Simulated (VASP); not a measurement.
```
CELL_PARAMETERS angstrom
     -2.71213     2.71213     5.26367
      2.71213    -2.71213     5.26367
      2.71213     2.71213    -5.26367
ATOMIC_POSITIONS crystal
  Zn 0.00000 0.00000 0.00000
  Zn 0.75000 0.25000 0.50000
  Si 0.50000 0.50000 0.00000
  Si 0.25000 0.75000 0.50000
  P  0.87500 0.85707 0.48207
  P  0.14293 0.62500 0.01793
  P  0.37500 0.39293 0.51793
  P  0.60707 0.12500 0.98207
```

These are PBE GGA, VASP's PBE PAW potentials (set 64) (plane waves; VASP) values and carry that method's errors. Numerical set-up: 500 eV cut-off, 6×6×6 Γ-centred mesh, Gaussian smearing of 0.050 eV, potentials Zn Si P.

Energy and stress use the plane-wave basis of the starting cell.

**Question.** The ions, cell shape and volume at an external pressure of 5.0 GPa are relaxed. Which structure does the run end with?

**Answer.** 
```
CELL_PARAMETERS angstrom
     -2.66392     2.66392     5.17776
      2.66392    -2.66392     5.17776
      2.66392     2.66392    -5.17776
ATOMIC_POSITIONS crystal
  Zn 0.00000 0.00000 0.00000
  Zn 0.75000 0.25000 0.50000
  Si 0.50000 0.50000 0.00000
  Si 0.25000 0.75000 0.50000
  P  0.87500 0.85888 0.48388
  P  0.14112 0.62500 0.01612
  P  0.37500 0.39112 0.51612
  P  0.60888 0.12500 0.98388
```
Space group I-42d (122), at a tolerance of 0.03 Å.

**Question.** How do energy and volume change from the first to the last step?

**Answer.** The energy (σ→0) changes by +14.1 meV/atom and the volume by -5.1 %, in 8 ionic steps.

```json
[
 {"step": "1", "E(σ→0) (eV)": "-37.2052", "max force (eV/Å)": "0.005", "pressure (GPa)": "-0.06", "volume (Å³)": "154.87"},
 {"step": "2", "E(σ→0) (eV)": "-36.8514", "max force (eV/Å)": "0.222", "pressure (GPa)": "9.32", "volume (Å³)": "141.57"},
 {"step": "3", "E(σ→0) (eV)": "-37.0895", "max force (eV/Å)": "0.124", "pressure (GPa)": "4.96", "volume (Å³)": "146.95"},
 {"step": "4", "E(σ→0) (eV)": "-37.0846", "max force (eV/Å)": "0.127", "pressure (GPa)": "5.11", "volume (Å³)": "146.80"},
 {"step": "5", "E(σ→0) (eV)": "-37.0839", "max force (eV/Å)": "0.052", "pressure (GPa)": "5.11", "volume (Å³)": "146.71"},
 {"step": "6", "E(σ→0) (eV)": "-37.0826", "max force (eV/Å)": "0.005", "pressure (GPa)": "5.13", "volume (Å³)": "146.66"},
 {"step": "7", "E(σ→0) (eV)": "-37.0824", "max force (eV/Å)": "0.002", "pressure (GPa)": "5.13", "volume (Å³)": "146.65"},
 {"step": "8", "E(σ→0) (eV)": "-37.0925", "max force (eV/Å)": "0.003", "pressure (GPa)": "4.89", "volume (Å³)": "146.98"}
]
```

The compound is ZnSiP2 in the chalcopyrite structure. This run relaxes it under an external pressure of 5 GPa. Symmetry was kept, so distortions that lower it aren't found.
